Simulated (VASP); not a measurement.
# Ge7Au (P-43m) in VASP: further runs

The runs below take Ge7Au through band structure, with PBEsol, RPBE, revPBE, BLYP.

Everything below comes from runs of VASP 6.6.1. Logs are shortened: lines on timing, memory, paths and dates and some standing lists are left out, and cuts for length are marked.

## 1. Starting point

The structure is cubic, space group P-43m (No. 215). The conventional cell has a = 5.798 Å, b = 5.798 Å, c = 5.798 Å, α = 90.00°, β = 90.00°, γ = 90.00°. Ge (site symmetry 3m) is surrounded by 3 Ge at 2.51 Å and 1 Au at 2.52 Å. Around Ge (site symmetry -42m) lie 4 Ge at 2.51 Å. Au (site symmetry -43m) has 4 Ge at 2.52 Å as nearest neighbours.

The cell was built by a generator and needn't be a form met in nature.

## 2. Band structure, PBEsol

POSCAR reads:

```
Ge7Au
1.0
    5.7979500000      0.0000000000      0.0000000000
    0.0000000000      5.7979500000      0.0000000000
    0.0000000000      0.0000000000      5.7979500000
Ge Au
7 1
Direct
    0.2510200000      0.2510200000      0.2510200000
    0.0000000000      0.5000000000      0.5000000000
    0.5000000000      0.5000000000      0.0000000000
    0.5000000000      0.0000000000      0.5000000000
    0.7489800000      0.2510200000      0.7489800000
    0.7489800000      0.7489800000      0.2510200000
    0.2510200000      0.7489800000      0.7489800000
    0.0000000000      0.0000000000      0.0000000000
```

INCAR.step1 reads:

```
PREC = Accurate ; ENCUT = 520
EDIFF = 1E-6 ; ISMEAR = -1
SIGMA = 0.05 ; LREAL = False
LASPH = True ; NELM = 60
ALGO = Normal ; ISIF = 2
LWAVE = False ; LCHARG = True
LMAXMIX = 4 ; GGA = PS
```

KPOINTS.step1 reads:

```
regular mesh
0
Gamma
  4 4 4
```

INCAR.step2 reads:

```
PREC = Accurate ; ENCUT = 520
EDIFF = 1E-6 ; ISMEAR = 0
SIGMA = 0.05 ; LREAL = False
LASPH = True ; NELM = 60
ALGO = Normal ; ISIF = 2
LWAVE = False ; LCHARG = False
LMAXMIX = 4 ; GGA = PS
ICHARG = 11
```

KPOINTS.step2 reads:

```
path GXMGRX,MR
20
line-mode
reciprocal
 0.0000000000  0.0000000000  0.0000000000  G
 0.0000000000  0.5000000000  0.0000000000  X

 0.0000000000  0.5000000000  0.0000000000  X
 0.5000000000  0.5000000000  0.0000000000  M

 0.5000000000  0.5000000000  0.0000000000  M
 0.0000000000  0.0000000000  0.0000000000  G

 0.0000000000  0.0000000000  0.0000000000  G
 0.5000000000  0.5000000000  0.5000000000  R

 0.5000000000  0.5000000000  0.5000000000  R
 0.0000000000  0.5000000000  0.0000000000  X

 0.5000000000  0.5000000000  0.0000000000  M
 0.5000000000  0.5000000000  0.5000000000  R
```

Potentials or basis: VASP PAW PBE potentials, release 64 (Ge_d, Au).

Started as:

```
$ cat potpaw_PBE.64/Ge_d/POTCAR potpaw_PBE.64/Au/POTCAR > POTCAR
$ cp INCAR.step1 INCAR
$ cp KPOINTS.step1 KPOINTS
$ mpirun -np 1 vasp_std > vasp.out
$ cp INCAR.step2 INCAR
$ cp KPOINTS.step2 KPOINTS
$ mpirun -np 1 vasp_std > vasp.out
```

OUTCAR:

```text
PREC = Accurate
   ENCUT = 520
   EDIFF = 1E-6
   ISMEAR = 0
   LREAL = False
   LASPH = True
   NELM = 60
   ISIF = 2
   GGA = PS
   ICHARG = 11

 ion  position               nearest neighbor table
   1  0.251  0.251  0.251-   2 2.51   3 2.51   4 2.51   8 2.52
   2  0.000  0.500  0.500-   1 2.51   5 2.51   6 2.51   7 2.51
   3  0.500  0.500  0.000-   1 2.51   5 2.51   6 2.51   7 2.51
   4  0.500  0.000  0.500-   1 2.51   5 2.51   6 2.51   7 2.51
   5  0.749  0.251  0.749-   2 2.51   3 2.51   4 2.51   8 2.52
   6  0.749  0.749  0.251-   2 2.51   3 2.51   4 2.51   8 2.52
   7  0.251  0.749  0.749-   2 2.51   3 2.51   4 2.51   8 2.52
   8  0.000  0.000  0.000-   1 2.52   5 2.52   6 2.52   7 2.52

  LATTYP: Found a simple cubic cell.
 ALAT       =     5.7979500000

  Lattice vectors:

 A1 = (   5.7979500000,   0.0000000000,   0.0000000000)
 A2 = (   0.0000000000,   5.7979500000,   0.0000000000)
 A3 = (   0.0000000000,   0.0000000000,   5.7979500000)

Analysis of symmetry for initial positions (statically):
=====================================================================
 Subroutine PRICEL returns:
 Original cell was already a primitive cell.

 Routine SETGRP: Setting up the symmetry group for a
 simple cubic supercell.

 Subroutine GETGRP returns: Found 24 space group operations
 (whereof 24 operations were pure point group operations)
 out of a pool of 48 trial point group operations.

The static configuration has the point symmetry T_d .

Analysis of symmetry for dynamics (positions and initial velocities):
=====================================================================
 Subroutine PRICEL returns:
 Original cell was already a primitive cell.

 Routine SETGRP: Setting up the symmetry group for a
 simple cubic supercell.

 Subroutine GETGRP returns: Found 24 space group operations
 (whereof 24 operations were pure point group operations)
 out of a pool of 48 trial point group operations.

The dynamic configuration has the point symmetry T_d .

 Subroutine INISYM returns: Found 24 space group operations
 (whereof 24 operations are pure point group operations),
 and found     1 'primitive' translations

----------------------------------------------------------------------------------------

                                     Primitive cell

  volume of cell :     194.9052

  direct lattice vectors                    reciprocal lattice vectors
     5.797950000  0.000000000  0.000000000     0.172474754  0.000000000  0.000000000
     0.000000000  5.797950000  0.000000000     0.000000000  0.172474754  0.000000000
     0.000000000  0.000000000  5.797950000     0.000000000  0.000000000  0.172474754

  length of vectors
     5.797950000  5.797950000  5.797950000     0.172474754  0.172474754  0.172474754

  position of ions in fractional coordinates (direct lattice)
     0.251020000  0.251020000  0.251020000
     0.000000000  0.500000000  0.500000000
     0.500000000  0.500000000  0.000000000
     0.500000000  0.000000000  0.500000000
     0.748980000  0.251020000  0.748980000
     0.748980000  0.748980000  0.251020000
     0.251020000  0.748980000  0.748980000
     0.000000000  0.000000000  0.000000000

  ion indices of the primitive-cell ions
   primitive index   ion index
                 1           1
                 2           2
                 3           3
                 4           4
                 5           5
                 6           6
                 7           7
                 8           8

----------------------------------------------------------------------------------------

 KPOINTS: path GXMGRX,MR

Interpolating k-points between supplied coordinates.

 Line segments in fractional coordinates (reciprocal lattice):
    0.000000  0.000000  0.000000  ...  0.000000  0.500000  0.000000
    0.000000  0.500000  0.000000  ...  0.500000  0.500000  0.000000
    0.500000  0.500000  0.000000  ...  0.000000  0.000000  0.000000
    0.000000  0.000000  0.000000  ...  0.500000  0.500000  0.500000
    0.500000  0.500000  0.500000  ...  0.000000  0.500000  0.000000
    0.500000  0.500000  0.000000  ...  0.500000  0.500000  0.500000

 Generated    20 points on each line segment, for a total of    120 k-points:

 Following reciprocal coordinates:
            Coordinates               Weight
  0.000000  0.000000  0.000000      0.008333
  0.000000  0.026316  0.000000      0.008333
  0.000000  0.052632  0.000000      0.008333
  0.000000  0.078947  0.000000      0.008333
  0.000000  0.105263  0.000000      0.008333
  0.000000  0.131579  0.000000      0.008333
[... 16 lines left out ...]
  0.052632  0.500000  0.000000      0.008333
  0.078947  0.500000  0.000000      0.008333
 [... further k-points ...]
   k-points           NKPTS =    120   k-points in BZ     NKDIM =    120   number of bands    NBANDS=     65
   number of dos      NEDOS =    301   number of ions     NIONS =      8
   total plane-waves  NPLWV = 110592
   dimension x,y,z NGX =    48 NGY =   48 NGZ =   48
   dimension x,y,z NGXF=    96 NGYF=   96 NGZF=   96
   ions per type =               7   1
   NGX,Y,Z   is equivalent  to a cutoff of  13.76, 13.76, 13.76 a.u.
   NGXF,Y,Z  is equivalent  to a cutoff of  27.53, 27.53, 27.53 a.u.
 SYSTEM =  unknown system
   PREC   = accura    normal or accurate (medium, high low for compatibility)
   ISTART =      0    job   : 0-new  1-cont  2-samecut
   ICHARG =     11    charge: 1-file 2-atom 10-const
   ISPIN  =      1    spin polarized calculation?
   LNONCOLLINEAR =      F non collinear calculations
   LSORBIT =      F    spin-orbit coupling
   LASPH  =      T    aspherical Exc in radial PAW
   ENCUT  =  520.0 eV  38.22 Ry    6.18 a.u.  10.78 10.78 10.78*2*pi/ulx,y,z
   NELM   =     60;   NELMIN=  2; NELMDL=  0     # of ELM steps
   EDIFF  = 0.1E-05   stopping-criterion for ELM
   LREAL  =      F    real-space projection
   EDIFFG = 0.1E-04   stopping-criterion for IOM
   NSW    =      0    number of steps for IOM
   IBRION =     -1    ionic relax: 0-MD 1-quasi-New 2-CG
   NFREE  =      0    steps in history (QN), initial steepest desc. (CG)
   ISIF   =      2    stress and relaxation
   ISYM   =      2    0-nonsym 1-usesym 2-fastsym
   POTIM  = 0.5000    time-step for ionic-motion
   TEBEG  =    0.0;   TEEND  =   0.0 temperature during run
   PSTRESS=    0.0 pullay stress
   NELECT =     109.0000    total number of electrons
   NUPDOWN=      -1.0000    fix difference up-down
   EMIN   =  10.00;   EMAX   =-10.00  energy-range for DOS
   EFERMI =   0.00;   METHOD = LEGACY
   ISMEAR =     0;   SIGMA  =   0.05  broadening in eV -4-tet -1-fermi 0-gaus
   EFERMI_NEDOS =   21; number of points for ismear=-14 and -15
   IALGO  =     38    algorithm
   IMIX   =      4    mixing-type and parameters
     AMIX     =   0.40;   BMIX     =  1.00
     AMIX_MAG =   1.60;   BMIX_MAG =  1.00
  volume/ion in A,a.u.               =      24.36       164.41
  Fermi-wavevector in a.u.,A,eV,Ry     =   1.348784  2.548833 24.751982  1.819219
  Thomas-Fermi vector in A             =   2.476425
   LORBIT       =      0    0 simple, 1 ext, 2 COOP (PROOUT), +10 PAW based schemes
   GGA     = PS    functional components
   LHFCALC =     F    Hartree Fock is set to
   AEXX    =    0.0000 exact exchange contribution
   IVDW    =     0    specifies the selected vdW correction
   LEPSILON=     F    determine dielectric tensor
   LRPA    =     F    only Hartree local field effects (RPA)
 non-spin polarized calculation
 Gauss-broadening in eV      SIGMA  =   0.05
  energy-cutoff  :      520.00
  volume of cell :      194.91
 maximum number of plane-waves:      5276
 NGX is ok and might be reduce to    48

 number of electron     109.0000095 magnetization

 Free energy of the ion-electron system (eV)
  ---------------------------------------------------
  ext. energy  EPLUGINS =         0.00000000
  ---------------------------------------------------
  free energy    TOTEN  =       -36.43322465 eV

  energy without entropy =      -36.43081585  energy(sigma->0) =      -36.43202025

 E-fermi :   4.3239     XC(G=0):  -9.9100

 val. band max:        4.3224117041   @ k =   0.5000   0.5000   0.3421
 cond. band min:       4.3405812276   @ k =   0.3684   0.5000   0.3684
 fundamental gap:      0.0181695235
 Fermi energy:         4.3239204192

 k-point     1 :       0.0000    0.0000    0.0000
  band No.  band energies     occupation
      1     -20.4678      2.00000
      2     -20.4678      2.00000
      3     -20.4678      2.00000
      4     -20.4568      2.00000
      5     -20.4568      2.00000
      6     -20.4568      2.00000
[... 57 lines left out ...]
     64       7.8168      0.00000
     65       7.8168      0.00000

 k-point     2 :       0.0000    0.0263    0.0000
  band No.  band energies     occupation
      1     -20.4678      2.00000
      2     -20.4678      2.00000
      3     -20.4678      2.00000
      4     -20.4569      2.00000
      5     -20.4568      2.00000
      6     -20.4568      2.00000
[... 57 lines left out ...]
     64       7.8112      0.00000
     65       7.8367      0.00000

 k-point     3 :       0.0000    0.0526    0.0000
  band No.  band energies     occupation
      1     -20.4680      2.00000
      2     -20.4679      2.00000
      3     -20.4679      2.00000
      4     -20.4572      2.00000
      5     -20.4568      2.00000
      6     -20.4568      2.00000
[... 1417 lines left out ...]
     64       9.1860      0.00000
     65       9.4307      0.00000

 k-point    24 :       0.0789    0.5000    0.0000
  band No.  band energies     occupation
      1     -20.4757      2.00000
      2     -20.4729      2.00000
      3     -20.4716      2.00000
      4     -20.4680      2.00000
      5     -20.4583      2.00000
      6     -20.4574      2.00000
[... 57 lines left out ...]
     64       9.1903      0.00000
     65       9.2441      0.00000

 [... further k-points ...]

------------------------ aborting loop because EDIFF is reached ----------------------------------------

  FORCE on cell =-STRESS in cart. coord.  units (eV):
  Direction    XX          YY          ZZ          XY          YZ          ZX
  --------------------------------------------------------------------------------------
  -------------------------------------------------------------------------------------
  Total        1.7951646      1.7951646      1.7951646     -0.0000000      0.0000000      0.0000000
  in kB       14.7567752     14.7567752     14.7567752     -0.0000000      0.0000000      0.0000000
  external PRESSURE =      14.7567752 kB  Pullay stress =       0.0000000 kB

 VOLUME and BASIS-vectors are now :
 -----------------------------------------------------------------------------
  energy-cutoff  :      520.00
  volume of cell :      194.91
      direct lattice vectors                 reciprocal lattice vectors
     5.797950000  0.000000000  0.000000000     0.172474754  0.000000000  0.000000000
     0.000000000  5.797950000  0.000000000     0.000000000  0.172474754  0.000000000
     0.000000000  0.000000000  5.797950000     0.000000000  0.000000000  0.172474754

 POSITION                                       TOTAL-FORCE (eV/Angst)
 -----------------------------------------------------------------------------------
      1.45540      1.45540      1.45540         0.069541      0.069541      0.069541
      0.00000      2.89898      2.89898         0.000000     -0.000000     -0.000000
      2.89898      2.89898      0.00000         0.000000     -0.000000      0.000000
      2.89898      0.00000      2.89898         0.000000     -0.000000      0.000000
      4.34255      1.45540      4.34255        -0.069541      0.069541     -0.069541
      4.34255      4.34255      1.45540        -0.069541     -0.069541      0.069541
      1.45540      4.34255      4.34255         0.069541     -0.069541     -0.069541
      0.00000      0.00000      0.00000         0.000000     -0.000000      0.000000
 -----------------------------------------------------------------------------------
    total drift:                                0.000000      0.000000      0.000000

  FREE ENERGIE OF THE ION-ELECTRON SYSTEM (eV)
  ---------------------------------------------------
  free  energy   TOTEN  =       -36.4332246538 eV

  energy  without entropy=      -36.4308158541  energy(sigma->0) =      -36.43202025
```

Run time: 12 min. Hardware: 1 thread of Intel Xeon Platinum 8488C (Sapphire Rapids), shared host; peak memory 1.1 GiB.

Results:

- Band gap along the path: none (metal or under the smearing width)

Levels at the corners of the path, in eV from the Fermi level:
```tsv
point	band 52	band 53	band 54	band 55	band 56	band 57
Γ	-1.64	-1.64	0.23	1.60	1.60	1.60
X	-1.81	-1.34	-1.34	-0.03	-0.03	1.63
X	-1.81	-1.34	-1.34	-0.03	-0.03	1.63
M	-1.80	-1.10	-0.74	0.53	0.53	2.14
M	-1.80	-1.10	-0.74	0.53	0.53	2.14
Γ	-1.64	-1.64	0.23	1.60	1.60	1.60
Γ	-1.64	-1.64	0.23	1.60	1.60	1.60
R	-0.85	-0.85	0.66	0.66	0.66	1.16
R	-0.85	-0.85	0.66	0.66	0.66	1.16
X	-1.81	-1.34	-1.34	-0.03	-0.03	1.63
M	-1.80	-1.10	-0.74	0.53	0.53	2.14
R	-0.85	-0.85	0.66	0.66	0.66	1.16
```

Caveat: the log is that of the step along the path at fixed density, whose energy, stress, charges and moments have no meaning; the PAW data sets were made with another functional, which shifts forces and pressure a little; spin-orbit coupling is left out, which moves the levels of the heavy elements.

## 3. Band structure, RPBE

POSCAR is that of step 2.

INCAR.step1, as its differences from that of step 2:

```diff
@@ -6,2 +6,2 @@
 LWAVE = False ; LCHARG = True
-LMAXMIX = 4 ; GGA = PS
+LMAXMIX = 4 ; GGA = RP
```

KPOINTS.step1 is that of step 2.

INCAR.step2, as its differences from that of step 2:

```diff
@@ -6,3 +6,3 @@
 LWAVE = False ; LCHARG = False
-LMAXMIX = 4 ; GGA = PS
+LMAXMIX = 4 ; GGA = RP
 ICHARG = 11
```

KPOINTS.step2 is that of step 2.

Potentials or basis: VASP PAW PBE potentials, release 64 (Ge_d, Au).

Started as:

```
$ cat potpaw_PBE.64/Ge_d/POTCAR potpaw_PBE.64/Au/POTCAR > POTCAR
$ cp INCAR.step1 INCAR
$ cp KPOINTS.step1 KPOINTS
$ mpirun -np 1 vasp_std > vasp.out
$ cp INCAR.step2 INCAR
$ cp KPOINTS.step2 KPOINTS
$ mpirun -np 1 vasp_std > vasp.out
```

Wall time 12 min (1 thread of Intel Xeon Platinum 8488C (Sapphire Rapids), shared host); peak memory 1.1 GiB.

Results (log left out):

- Band gap along the path: none (metal or under the smearing width)

Levels at the corners of the path, in eV from the Fermi level:
| point | band 52 | band 53 | band 54 | band 55 | band 56 | band 57 |
| --- | --- | --- | --- | --- | --- | --- |
| Γ | -1.68 | -1.68 | 0.31 | 1.65 | 1.65 | 1.65 |
| X | -1.79 | -1.39 | -1.39 | -0.04 | -0.04 | 1.69 |
| X | -1.79 | -1.39 | -1.39 | -0.04 | -0.04 | 1.69 |
| M | -1.78 | -1.15 | -0.80 | 0.51 | 0.51 | 2.18 |
| M | -1.78 | -1.15 | -0.80 | 0.51 | 0.51 | 2.18 |
| Γ | -1.68 | -1.68 | 0.31 | 1.65 | 1.65 | 1.65 |
| Γ | -1.68 | -1.68 | 0.31 | 1.65 | 1.65 | 1.65 |
| R | -0.91 | -0.91 | 0.73 | 0.73 | 0.73 | 1.14 |
| R | -0.91 | -0.91 | 0.73 | 0.73 | 0.73 | 1.14 |
| X | -1.79 | -1.39 | -1.39 | -0.04 | -0.04 | 1.69 |
| M | -1.78 | -1.15 | -0.80 | 0.51 | 0.51 | 2.18 |
| R | -0.91 | -0.91 | 0.73 | 0.73 | 0.73 | 1.14 |

Caveat: the log is that of the step along the path at fixed density, whose energy, stress, charges and moments have no meaning; the PAW data sets were made with another functional, which shifts forces and pressure a little; spin-orbit coupling is left out, which moves the levels of the heavy elements.

## 4. Band structure, revPBE

POSCAR is that of step 3.

INCAR.step1, as its differences from that of step 3:

```diff
@@ -6,2 +6,2 @@
 LWAVE = False ; LCHARG = True
-LMAXMIX = 4 ; GGA = RP
+LMAXMIX = 4 ; GGA = RE
```

KPOINTS.step1 is that of step 3.

INCAR.step2, as its differences from that of step 3:

```diff
@@ -6,3 +6,3 @@
 LWAVE = False ; LCHARG = False
-LMAXMIX = 4 ; GGA = RP
+LMAXMIX = 4 ; GGA = RE
 ICHARG = 11
```

KPOINTS.step2 is that of step 3.

Started as:

```
$ cat potpaw_PBE.64/Ge_d/POTCAR potpaw_PBE.64/Au/POTCAR > POTCAR
$ cp INCAR.step1 INCAR
$ cp KPOINTS.step1 KPOINTS
$ mpirun -np 1 vasp_std > vasp.out
$ cp INCAR.step2 INCAR
$ cp KPOINTS.step2 KPOINTS
$ mpirun -np 1 vasp_std > vasp.out
```

It took 12 min on 1 thread of Intel Xeon Platinum 8488C (Sapphire Rapids), shared host; peak memory 1.1 GiB.

The run converged. Its results:

```yaml
Band_gap_along_the_path: none (metal or under the smearing width)
```

Levels at the corners of the path, in eV from the Fermi level:
```
point  band 52  band 53  band 54  band 55  band 56  band 57
    Γ    -1.67    -1.67     0.30     1.64     1.64     1.64
    X    -1.79    -1.38    -1.38    -0.04    -0.04     1.68
    X    -1.79    -1.38    -1.38    -0.04    -0.04     1.68
    M    -1.78    -1.14    -0.79     0.51     0.51     2.17
    M    -1.78    -1.14    -0.79     0.51     0.51     2.17
    Γ    -1.67    -1.67     0.30     1.64     1.64     1.64
    Γ    -1.67    -1.67     0.30     1.64     1.64     1.64
    R    -0.90    -0.90     0.72     0.72     0.72     1.14
    R    -0.90    -0.90     0.72     0.72     0.72     1.14
    X    -1.79    -1.38    -1.38    -0.04    -0.04     1.68
    M    -1.78    -1.14    -0.79     0.51     0.51     2.17
    R    -0.90    -0.90     0.72     0.72     0.72     1.14
```

Caveat: the log is that of the step along the path at fixed density, whose energy, stress, charges and moments have no meaning; the PAW data sets were made with another functional, which shifts forces and pressure a little; spin-orbit coupling is left out, which moves the levels of the heavy elements.

(Part 1 of 2 ends here.)
